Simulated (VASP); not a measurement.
Here is the system:

```xyz
1
Lattice="-2.4475 2.4475 2.4475 2.4475 -2.4475 2.4475 2.4475 2.4475 -2.4475" Properties=species:S:1:pos:R:3 pbc="T T T"
Ba     0.0000     0.0000     0.0000
```

Computed with PBEsol GGA, VASP's PBE PAW potentials (set 64) (plane waves; VASP 6.6.1). Settings: 480 eV cut-off, 10×10×10 Γ-centred mesh, first-order Methfessel-Paxton smearing of 0.10 eV, potentials Ba_sv.

Unless said otherwise, spin-orbit coupling is left out, though it shifts the bands of the heavy elements here.

What does the run give for the energy per atom (σ→0), band gap (on the k-mesh) with the smallest direct gap where there is one?

```
Property                                                    Result
------------------------  ----------------------------------------
band gap (on the k-mesh)  none (metal, semimetal or under 0.01 eV)
energy per atom (σ→0)                               -2.147 eV/atom
```

Total energies compare only between runs with the same potentials, cut-off and functional.

The compound is Ba in the bcc structure. It was relaxed first, which changed the volume by -7 %.
